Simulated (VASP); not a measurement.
Given:

```
CELL_PARAMETERS angstrom
      1.92371    -3.33197     0.00000
      1.92371     3.33197     0.00000
      0.00000     0.00000     6.30222
ATOMIC_POSITIONS crystal
  Zn 0.66667 0.33333 0.50012
  Zn 0.33333 0.66667 0.00012
  S  0.66667 0.33333 0.87488
  S  0.33333 0.66667 0.37488
```

Calculation: PW91 GGA, VASP's PBE PAW potentials (set 64) (plane waves; VASP). Settings: 520 eV cut-off, Gaussian smearing of 0.050 eV, potentials Zn S.

Problem. What does the run give for the band gap (along the path) with the smallest direct gap where there is one?

Solution. 
- band gap (along the path) = 2.07 eV
- smallest direct gap (along the path) = 2.07 eV

The absolute energy has meaning only against runs of the same code, potentials and settings.

The compound is ZnS in the wurtzite structure, the high-temperature form. It was relaxed first.
